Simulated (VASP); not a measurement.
# CdTe: the band gap, functional by functional

How does the band gap of CdTe depend on the functional? The starting structure is a measured crystal structure from the Crystallography Open Database. Cell and atoms stay as given. Meshes and data sets differ where the inputs say so.

Main program and level: VASP 6.6.1; Kohn-Sham DFT with plane waves and PAW; 9 levels of theory, named at each step.

### Step 1. The starting structure

It takes space group F-43m (No. 216, cubic). The conventional cell has a = 6.480 Å, b = 6.480 Å, c = 6.480 Å, α = 90.00°, β = 90.00°, γ = 90.00°. Nearest to Te lie 4 Cd at 2.81 Å. Nearest to Cd lie 4 Te at 2.81 Å. Farther neighbours and most contacts between anions are not listed.

Structure file:

```
Te Cd
1.0
     0.00000    3.24000    3.24000
     3.24000    0.00000    3.24000
     3.24000    3.24000    0.00000
Te Cd
1 1
Direct
  0.75000 0.75000 0.75000
  0.00000 0.00000 0.00000
```

### Step 2. Bands with LDA

LDA, the lowest rung, knows the local density alone.

INCAR reads:

```
SYSTEM = CdTe
PREC = Accurate
ENCUT = 350
EDIFF = 1E-06
NELM = 100
ISMEAR = 0
SIGMA = 0.03
LREAL = .FALSE.
ALGO = Normal
GGA = CA
NBANDS = 21
LORBIT = 11
LWAVE = .FALSE.
LCHARG = .FALSE.
KPAR = 4
```

POSCAR reads:

```
CdTe
1.0
    0.0000000000      3.2400000000      3.2400000000
    3.2400000000      0.0000000000      3.2400000000
    3.2400000000      3.2400000000      0.0000000000
Te Cd
1 1
Direct
    0.7500000000      0.7500000000      0.7500000000
    0.0000000000      0.0000000000      0.0000000000
```

KPOINTS reads:

```
Automatic mesh
0
Gamma
6 6 6
0 0 0
```

KPOINTS_OPT reads:

```
Line mode
10
Line-mode
Reciprocal
  0.00000000   0.00000000   0.00000000 GAMMA
  0.50000000   0.00000000   0.50000000 X

  0.50000000   0.00000000   0.50000000 X
  0.50000000   0.25000000   0.75000000 W

  0.50000000   0.25000000   0.75000000 W
  0.37500000   0.37500000   0.75000000 K

  0.37500000   0.37500000   0.75000000 K
  0.00000000   0.00000000   0.00000000 GAMMA

  0.00000000   0.00000000   0.00000000 GAMMA
  0.50000000   0.50000000   0.50000000 L

  0.50000000   0.50000000   0.50000000 L
  0.62500000   0.25000000   0.62500000 U

  0.62500000   0.25000000   0.62500000 U
  0.50000000   0.25000000   0.75000000 W

  0.50000000   0.25000000   0.75000000 W
  0.50000000   0.50000000   0.50000000 L

  0.50000000   0.50000000   0.50000000 L
  0.37500000   0.37500000   0.75000000 K

  0.62500000   0.25000000   0.62500000 U
  0.50000000   0.00000000   0.50000000 X
```

PAW data sets: Te and Cd (LDA family, release 64).

On the command line:

```console
$ mpirun -np 4 vasp_std
```

The log of the run:

```text
[banner, memory and clock lines left out]
running    4 mpi-ranks, on    1 nodes
 distrk:  each k-point on    1 cores,    4 groups
 distr:  one band on    1 cores,    1 groups

 POSCAR found type information on POSCAR TeCd
 POSCAR found :  2 types and       2 ions
 LDA part: xc-table for (Slater(with rela. corr.)+CA(PZ))
 , standard interpolation
 POSCAR, INCAR and KPOINTS ok, starting setup
 FFT: planning ... GRIDC
 FFT: planning ... GRID_SOFT
 FFT: planning ... GRID
 WAVECAR not read
 entering main loop
       N       E                     dE             d eps       ncg     rms          rms(c)
DAV:   1     0.801759637875E+02    0.80176E+02   -0.66523E+03   704   0.543E+02
DAV:   2    -0.315566356751E+01   -0.83332E+02   -0.79801E+02   775   0.168E+02
DAV:   3    -0.625005460864E+01   -0.30944E+01   -0.30819E+01   790   0.327E+01
DAV:   4    -0.628033642601E+01   -0.30282E-01   -0.30279E-01   892   0.291E+00
DAV:   5    -0.628046121419E+01   -0.12479E-03   -0.12479E-03   805   0.147E-01    0.577E+00
DAV:   6    -0.606129229478E+01    0.21917E+00   -0.25360E-01   771   0.560E+00    0.463E+00
DAV:   7    -0.603770954721E+01    0.23583E-01   -0.74893E-02   790   0.154E+00    0.171E+00
DAV:   8    -0.603566258822E+01    0.20470E-02   -0.97628E-03   767   0.892E-01    0.337E-01
DAV:   9    -0.603542783154E+01    0.23476E-03   -0.78192E-04   780   0.256E-01    0.784E-02
DAV:  10    -0.603541951364E+01    0.83179E-05   -0.71484E-05   777   0.776E-02    0.468E-02
DAV:  11    -0.603542279768E+01   -0.32840E-05   -0.18736E-05   762   0.301E-02    0.321E-02
DAV:  12    -0.603542227870E+01    0.51898E-06   -0.11793E-06   708   0.940E-03
   1 F= -.60354223E+01 E0= -.60354223E+01  d E =-.164476E-14
 Start KPOINTS_OPT (optional k-point list driver)
k-point batch [1-16\100]
       N       E                     dE             ncg
DAV:   1     0.921121027728E+02   -0.52127E+04      744
DAV:   2    -0.116047986028E+04   -0.12526E+04      765
DAV:   3    -0.120352580393E+04   -0.43046E+02      792
DAV:   4    -0.120393653034E+04   -0.41073E+00      888
DAV:   5    -0.120393961067E+04   -0.30803E-02      819
DAV:   6    -0.120393968826E+04   -0.77587E-04      853
DAV:   7    -0.120393969064E+04   -0.23868E-05      713
DAV:   8    -0.120393969072E+04   -0.71095E-07      591
[...]
k-point batch [97-100\100]
       N       E                     dE             ncg
DAV:   1     0.574407594525E+04   -0.17963E+04      176
DAV:   2     0.540418619898E+04   -0.33989E+03      188
DAV:   3     0.539093243433E+04   -0.13254E+02      203
DAV:   4     0.539081028410E+04   -0.12215E+00      222
DAV:   5     0.539080935930E+04   -0.92480E-03      208
DAV:   6     0.539080933638E+04   -0.22917E-04      198
DAV:   7     0.539080933571E+04   -0.67331E-06      208
```

It took 11 s on 4 MPI ranks of Intel Xeon Platinum 8259CL at 2.50GHz (Skylake/Cascade Lake), shared host; peak memory 0.63 GiB; 43 s of CPU time.

Lines that name or quote the potential files are left out of all logs, and their timing lines are given in words.

OUTCAR, selected parts (step 2):

```text
ion  position               nearest neighbor table
   1  0.750  0.750  0.750-   2 2.81   2 2.81   2 2.81   2 2.81
   2  0.000  0.000  0.000-   1 2.81   1 2.81   1 2.81   1 2.81

  LATTYP: Found a face centered cubic cell.
 ALAT       =     6.4800000000

 Subroutine GETGRP returns: Found 24 space group operations
 (whereof 24 operations were pure point group operations)

The static configuration has the point symmetry T_d .

 Found     16 irreducible k-points:

   k-points           NKPTS =     16   k-points in BZ     NKDIM =     16   number of bands    NBANDS=     21

   dimension x,y,z NGX =    28 NGY =   28 NGZ =   28
   dimension x,y,z NGXF=    56 NGYF=   56 NGZF=   56

   ENCUT  =  350.0 eV  25.72 Ry    5.07 a.u.   6.99  6.99  6.99*2*pi/ulx,y,z

   NELECT =      18.0000    total number of electrons

 k-points in reciprocal lattice and weights: Automatic mesh
   0.00000000  0.00000000  0.00000000       0.005
   0.16666667  0.00000000  0.00000000       0.037
   0.33333333  0.00000000  0.00000000       0.037
   0.50000000  0.00000000  0.00000000       0.019
   0.16666667  0.16666667  0.00000000       0.028
   0.33333333  0.16666667  0.00000000       0.111
   0.50000000  0.16666667  0.00000000       0.111
  -0.33333333  0.16666667  0.00000000       0.111
  -0.16666667  0.16666667  0.00000000       0.056
[...]
-0.33333333  0.33333333  0.16666667       0.111
  -0.33333333  0.50000000  0.16666667       0.056

 average (electrostatic) potential at core
       1 -92.3038       2 -39.8417

 E-fermi :   2.3160

 k-point     1 :       0.0000    0.0000    0.0000
  band No.  band energies     occupation
    ...
      5      -5.8545      2.00000
      6      -5.8545      2.00000
      7       2.1640      2.00000
      8       2.1640      2.00000
      9       2.1640      2.00000
     10       2.7114      0.00000
     11       6.6602      0.00000
     12       6.6602      0.00000
     13       6.6602      0.00000
     14       9.3755      0.00000
    ...

 k-point     2 :       0.1667    0.0000    0.0000
  band No.  band energies     occupation
    ...
      5      -5.8561      2.00000
      6      -5.8561      2.00000
      7       0.3553      2.00000
      8       1.9312      2.00000
      9       1.9312      2.00000
     10       3.8618      0.00000
     11       6.7512      0.00000
     12       7.0003      0.00000
     13       7.0003      0.00000
     14      10.3860      0.00000
    ...

 k-point     3 :       0.3333    0.0000    0.0000
  band No.  band energies     occupation
    ...
      5      -5.8526      2.00000
      6      -5.7618      2.00000
      7      -1.4930      2.00000
      8       1.5437      2.00000
      9       1.5437      2.00000
     10       3.9271      0.00000
     11       7.2882      0.00000
     12       7.2882      0.00000
     13       8.2514      0.00000
     14      10.0213      0.00000
    ...

  Total       -0.6227134     -0.6227134     -0.6227134      0.0000000      0.0000000      0.0000000
  in kB      -14.6667463    -14.6667463    -14.6667463      0.0000000      0.0000000      0.0000000
  external PRESSURE =     -14.6667463 kB  Pullay stress =       0.0000000 kB

  energy-cutoff  :      350.00
  volume of cell :       68.02
      direct lattice vectors                 reciprocal lattice vectors
     0.000000000  3.240000000  3.240000000    -0.154320988  0.154320988  0.154320988
     3.240000000  0.000000000  3.240000000     0.154320988 -0.154320988  0.154320988
     3.240000000  3.240000000  0.000000000     0.154320988  0.154320988 -0.154320988

 POSITION                                       TOTAL-FORCE (eV/Angst)
 -----------------------------------------------------------------------------------
      4.86000      4.86000      4.86000        -0.000000      0.000000     -0.000000
      0.00000      0.00000      0.00000         0.000000      0.000000      0.000000
 -----------------------------------------------------------------------------------
    total drift:                                0.000000      0.000000      0.000000

  FREE ENERGIE OF THE ION-ELECTRON SYSTEM (eV)
  ---------------------------------------------------
  free  energy   TOTEN  =        -6.0354222787 eV

  energy  without entropy=       -6.0354222787  energy(sigma->0) =       -6.03542228

 total charge
# of ion       s       p       d       tot
------------------------------------------
    1        1.358   2.050   0.023   3.430
    2        0.483   0.322   9.505  10.310
--------------------------------------------------
tot          1.841   2.371   9.528  13.740

[... 3 further parts left out ...]
```

Spin-orbit coupling is off here; with elements this heavy it can split and shift levels by tenths of an eV.

LDA gives a direct gap of 0.547 eV.

### Step 3. Bands with PBE

PBE, the usual starting point, adds the gradient of the density.

Changes to INCAR since step 2:

```diff
@@ -9,3 +9,3 @@
 ALGO = Normal
-GGA = CA
+GGA = PE
 NBANDS = 21
```

POSCAR is that of step 2.

KPOINTS is that of step 2.

KPOINTS_OPT is that of step 2.

Potentials, in the order of the species: Te and Cd (PBE family, release 64).

On the command line:

```console
$ mpirun -np 4 vasp_std
```

The log of the run:

```text
[banner, memory and clock lines left out]
running    4 mpi-ranks, on    1 nodes
[...]
LDA part: xc-table for (Slater+PW92), standard interpolation
 POSCAR, INCAR and KPOINTS ok, starting setup
[...]
entering main loop
       N       E                     dE             d eps       ncg     rms          rms(c)
DAV:   1     0.795384303368E+02    0.79538E+02   -0.66898E+03   704   0.543E+02
DAV:   2    -0.202670864275E+01   -0.81565E+02   -0.78229E+02   780   0.166E+02
DAV:   3    -0.497054919296E+01   -0.29438E+01   -0.29323E+01   790   0.320E+01
DAV:   4    -0.499844715866E+01   -0.27898E-01   -0.27895E-01   887   0.278E+00
[...]
DAV:  10    -0.476550800944E+01   -0.46823E-04   -0.99599E-05   747   0.881E-02    0.541E-02
DAV:  11    -0.476554182352E+01   -0.33814E-04   -0.56688E-05   712   0.388E-02    0.299E-02
DAV:  12    -0.476554146285E+01    0.36068E-06   -0.14429E-06   759   0.827E-03
   1 F= -.47655415E+01 E0= -.47655415E+01  d E =-.183072E-22
 Start KPOINTS_OPT (optional k-point list driver)
k-point batch [1-16\100]
       N       E                     dE             ncg
DAV:   1     0.125812347685E+03   -0.51790E+04      744
DAV:   2    -0.110182196699E+04   -0.12276E+04      765
DAV:   3    -0.114242710011E+04   -0.40605E+02      792
DAV:   4    -0.114280821109E+04   -0.38111E+00      883
DAV:   5    -0.114281105858E+04   -0.28475E-02      839
DAV:   6    -0.114281113001E+04   -0.71439E-04      840
DAV:   7    -0.114281113217E+04   -0.21603E-05      728
DAV:   8    -0.114281113224E+04   -0.68709E-07      578
[...]
k-point batch [97-100\100]
       N       E                     dE             ncg
DAV:   1     0.575230554791E+04   -0.17880E+04      176
DAV:   2     0.541891323569E+04   -0.33339E+03      188
DAV:   3     0.540632784640E+04   -0.12585E+02      208
DAV:   4     0.540621442300E+04   -0.11342E+00      222
DAV:   5     0.540621354737E+04   -0.87563E-03      216
DAV:   6     0.540621352672E+04   -0.20648E-04      198
DAV:   7     0.540621352611E+04   -0.61461E-06      200
```

It took 12 s on 4 MPI ranks; peak memory 0.63 GiB; 44 s of CPU time.

From OUTCAR (step 3):

```text
  Total        1.0399652      1.0399652      1.0399652     -0.0000000      0.0000000     -0.0000000
  in kB       24.4942626     24.4942626     24.4942626     -0.0000000      0.0000000     -0.0000000
  external PRESSURE =      24.4942626 kB  Pullay stress =       0.0000000 kB

 POSITION                                       TOTAL-FORCE (eV/Angst)
 -----------------------------------------------------------------------------------
      4.86000      4.86000      4.86000         0.000000      0.000000      0.000000
      0.00000      0.00000      0.00000        -0.000000     -0.000000     -0.000000
 -----------------------------------------------------------------------------------
    total drift:                                0.000002      0.000002      0.000002

  FREE ENERGIE OF THE ION-ELECTRON SYSTEM (eV)
  ---------------------------------------------------
  free  energy   TOTEN  =        -4.7655414628 eV

  energy  without entropy=       -4.7655414628  energy(sigma->0) =       -4.76554146

[... 2 parts as in an earlier step ...]

[... 1 further part left out ...]
[key lines of the parts left out:]
E-fermi :   2.5551
```

PBE gives a direct gap of 0.766 eV. The least gap is +0.219 eV from that of LDA.

### Step 4. Bands with r2SCAN

r2SCAN adds the kinetic-energy density, costs more than a GGA and is run with LASPH.

Changes to INCAR since step 3:

```diff
@@ -9,3 +9,4 @@
 ALGO = Normal
-GGA = PE
+METAGGA = R2SCAN
+LASPH = .TRUE.
 NBANDS = 21
```

POSCAR is that of step 3.

KPOINTS is that of step 3.

KPOINTS_OPT is that of step 3.

On the command line:

```console
$ mpirun -np 4 vasp_std
```

The log of the run:

```text
[banner, memory and clock lines left out]
running    4 mpi-ranks, on    1 nodes
[...]
|                                                                             |
|               ----> ADVICE to this user running VASP <----                  |
|                                                                             |
|     You enforced a specific xc type in the INCAR file but a different       |
|     [... a line on the potential file left out ...]
|     I HOPE YOU KNOW WHAT YOU ARE DOING!                                     |
|                                                                             |

 LDA part: xc-table for (None), standard interpolation
 POSCAR, INCAR and KPOINTS ok, starting setup
[...]
entering main loop
       N       E                     dE             d eps       ncg     rms          rms(c)
DAV:   1     0.354477344226E+02    0.35448E+02   -0.67861E+03   704   0.555E+02
DAV:   2    -0.481604085240E+02   -0.83608E+02   -0.80106E+02   780   0.169E+02
[...]
DAV:  13    -0.466238638316E+02   -0.34101E-05   -0.83383E-06   707   0.182E-02    0.754E-03
DAV:  14    -0.466238636738E+02    0.15780E-06   -0.50039E-07   494   0.323E-03
   1 F= -.46623864E+02 E0= -.46623864E+02  d E =-.836518E-17
 Start KPOINTS_OPT (optional k-point list driver)
k-point batch [1-16\100]
       N       E                     dE             ncg
DAV:   1     0.401346992828E+02   -0.52647E+04      744
DAV:   2    -0.122551910685E+04   -0.12657E+04      765
DAV:   3    -0.126693945752E+04   -0.41420E+02      792
DAV:   4    -0.126727520196E+04   -0.33574E+00      875
DAV:   5    -0.126727782312E+04   -0.26212E-02      834
DAV:   6    -0.126727788468E+04   -0.61562E-04      803
DAV:   7    -0.126727788644E+04   -0.17565E-05      731
DAV:   8    -0.126727788649E+04   -0.54102E-07      555
[...]
k-point batch [97-100\100]
       N       E                     dE             ncg
DAV:   1     0.573211212859E+04   -0.18082E+04      176
DAV:   2     0.538782724028E+04   -0.34428E+03      188
DAV:   3     0.537486141367E+04   -0.12966E+02      203
DAV:   4     0.537476002639E+04   -0.10139E+00      196
DAV:   5     0.537475848309E+04   -0.15433E-02      208
DAV:   6     0.537475844344E+04   -0.39657E-04      198
DAV:   7     0.537475844228E+04   -0.11597E-05      216
DAV:   8     0.537475844225E+04   -0.29296E-07      152
```

The job ended after 45 s (4 MPI ranks; peak memory 0.65 GiB).

From OUTCAR (step 4):

```text
  Total        0.5801824      0.5801824      0.5801824     -0.0000000      0.0000000      0.0000000
  in kB       13.6650145     13.6650145     13.6650145     -0.0000000      0.0000000      0.0000000
  external PRESSURE =      13.6650145 kB  Pullay stress =       0.0000000 kB

 POSITION                                       TOTAL-FORCE (eV/Angst)
 -----------------------------------------------------------------------------------
      4.86000      4.86000      4.86000         0.000000     -0.000000     -0.000000
      0.00000      0.00000      0.00000        -0.000000      0.000000      0.000000
 -----------------------------------------------------------------------------------
    total drift:                                0.000010      0.000010      0.000010

  FREE ENERGIE OF THE ION-ELECTRON SYSTEM (eV)
  ---------------------------------------------------
  free  energy   TOTEN  =       -46.6238636738 eV

  energy  without entropy=      -46.6238636738  energy(sigma->0) =      -46.62386367

[... 2 parts as in an earlier step ...]

[... 1 further part left out ...]
[key lines of the parts left out:]
E-fermi :   2.2757
```

r2SCAN gives a direct gap of 1.269 eV. The least gap is +0.722 eV from that of LDA.

(Continued in part 2 of 3.)

[Lines on the potential files, build, host, timing and source positions are cut from VASP's logs without a mark.]

[Logs are printed without paths, hosts, clocks, repeated set-up lines and the standing remarks that a program may print on its own settings, such as how far it seeks lower states.]

[Hosts, paths, dates, database ids (printed as entryN), source tags and the programs' standing remarks are cut or masked in the printed files.]
